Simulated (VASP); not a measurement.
VASP ran on this input.

File KPOINTS:
```
K-points
0
gamma
4 4 4
0 0 0
```

INCAR:
```
! general
SYSTEM  = CdGeAs2
PREC    = Accurate
ENCUT   = 210   ! plane-wave cut-off (eV)
LREAL   = .False.
LASPH   = .True.   ! aspherical one-centre terms

! electronic loop
EDIFF   = 1E-6   ! SCF stop (eV)
NELM    = 100
ALGO    = Normal   ! blocked Davidson
LMAXMIX = 4

! smearing
ISMEAR  = 1   ! Methfessel-Paxton
SIGMA   = 0.1

! functional
GGA     = PS   ! PBEsol

! ions
ISIF    = 2

! output
LWAVE   = .False.
LCHARG  = .False.
```

POSCAR:
```
CdGeAs2
5.6892180
 -0.5276693563   0.5276693563   1.0000000000
  0.5276693563  -0.5276693563   1.0000000000
  0.5276693563   0.5276693563  -1.0000000000
Cd Ge As
2 2 4
Direct
  0.2500000000   0.7500000000   0.5000000000
  0.5000000000   0.5000000000   0.0000000000
  0.0000000000   0.0000000000   0.0000000000
  0.7500000000   0.2500000000   0.5000000000
  0.8750000000   0.3462200000   0.9712200000
  0.6537800000   0.6250000000   0.5287800000
  0.3750000000   0.9037800000   0.0287800000
  0.0962200000   0.1250000000   0.4712200000
```

POTCAR, in this order: Cd Ge_d As (PBE.64 set). Program: vasp_std.

Task: Translate this PBEsol calculation to Quantum ESPRESSO's pw.x.

Result: One equivalent input (not run):
```
&CONTROL
  calculation = 'scf'
  pseudo_dir = './pseudo'
  outdir = './out'
  tprnfor = .true.
  tstress = .true.
/
&SYSTEM
  ibrav = 0
  nat = 8
  ntyp = 3
  ecutwfc = 102
  occupations = 'smearing'
  smearing = 'methfessel-paxton'
  degauss = 0.00735
  input_dft = 'pbesol'
/
&ELECTRONS
  conv_thr = 7.3e-08
  electron_maxstep = 100
/
ATOMIC_SPECIES
  Cd 112.414 Cd.upf
  Ge 72.630 Ge.upf
  As 74.922 As.upf
CELL_PARAMETERS angstrom
    -3.0020260    3.0020260    5.6892180
     3.0020260   -3.0020260    5.6892180
     3.0020260    3.0020260   -5.6892180
ATOMIC_POSITIONS crystal
  Cd   0.2500000  0.7500000  0.5000000
  Cd   0.5000000  0.5000000  0.0000000
  Ge   0.0000000  0.0000000  0.0000000
  Ge   0.7500000  0.2500000  0.5000000
  As   0.8750000  0.3462200  0.9712200
  As   0.6537800  0.6250000  0.5287800
  As   0.3750000  0.9037800  0.0287800
  As   0.0962200  0.1250000  0.4712200
K_POINTS automatic
  4 4 4 0 0 0
```
What does not carry over: the potentials are each code's own (VASP's PAW set, PseudoDojo norm-conserving files in pw.x), so ENCUT and ecutwfc are chosen apart and not converted; conv_thr bounds pw.x's estimated SCF error, while EDIFF bounds the energy change between steps.

The structure comes from a computed database's CdGeAs2 entry; how it stands against other phases isn't given here. The cell was not relaxed at this level. The run is one of a series of settings (ENCUT = 210, KPOINTS 4×4×4 Γ-centred mesh against the base run), some of them coarse on purpose.
